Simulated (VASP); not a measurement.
An input for Quantum ESPRESSO's pw.x (written as the equivalent of a VASP run, and not itself run):

```
&CONTROL
  calculation = 'scf'
  pseudo_dir = './pseudo'
  outdir = './out'
  tprnfor = .true.
  tstress = .true.
/
&SYSTEM
  ibrav = 0
  nat = 3
  ntyp = 2
  ecutwfc = 82
  occupations = 'smearing'
  smearing = 'methfessel-paxton'
  degauss = 0.00735
  input_dft = 'pbe'
/
&ELECTRONS
  conv_thr = 7.3e-08
  electron_maxstep = 100
/
ATOMIC_SPECIES
  Nb 92.906 Nb.upf
  B 10.810 B.upf
CELL_PARAMETERS angstrom
     3.1110900    0.0000000    0.0000000
    -1.5555450    2.6942830    0.0000000
     0.0000000    0.0000000    3.3452100
ATOMIC_POSITIONS crystal
  Nb   0.0000000  0.0000000  0.0000000
  B    0.3333330  0.6666670  0.5000000
  B    0.6666670  0.3333330  0.5000000
K_POINTS automatic
  9 9 7 0 0 0
```

Question: Translate this input to VASP (INCAR, KPOINTS, POSCAR, choice of POTCAR).

Answer: Several could match; the one computed here: 
**KPOINTS**
```
Automatic mesh
0
Gamma
9 9 7
0 0 0
```

File POSCAR:
```
NbB2
3.111090
  1.0000000000   0.0000000000   0.0000000000
 -0.5000000000   0.8660254123   0.0000000000
  0.0000000000   0.0000000000   1.0752533678
Nb B
1 2
Cartesian
  0.0000000000   0.0000000000   0.0000000000
 -0.0000005000   0.5773505636   0.5376266839
  0.5000005000   0.2886748488   0.5376266839
```

### INCAR
```
! general
SYSTEM  = NbB2
PREC    = Accurate
ENCUT   = 520   ! plane-wave cut-off (eV)
LREAL   = .FALSE.   ! projection in real space or not
LASPH   = .TRUE.   ! aspherical one-centre terms

! electronic loop
EDIFF   = 1E-6
NELM    = 100   ! most electronic steps
ALGO    = Normal
LMAXMIX = 4   ! l cut-off of mixed one-centre charges

! smearing
ISMEAR  = 1
SIGMA   = 0.1   ! width (eV)

! functional
GGA     = PE   ! PBE

! ions
ISIF    = 2

! output
LWAVE   = .FALSE.
LCHARG  = .FALSE.
```

POTCAR, in this order: Nb_sv B (PBE.64 set). Program: vasp_std.

What does not carry over: the potentials are each code's own (VASP's PAW set, PseudoDojo norm-conserving files in pw.x), so ENCUT and ecutwfc are chosen apart and not converted; conv_thr bounds pw.x's estimated SCF error, while EDIFF bounds the energy change between steps.

The structure comes from a computed database's NbB2 entry (P6/mmm); how it stands against other phases isn't given here. The cell was not relaxed at this level.
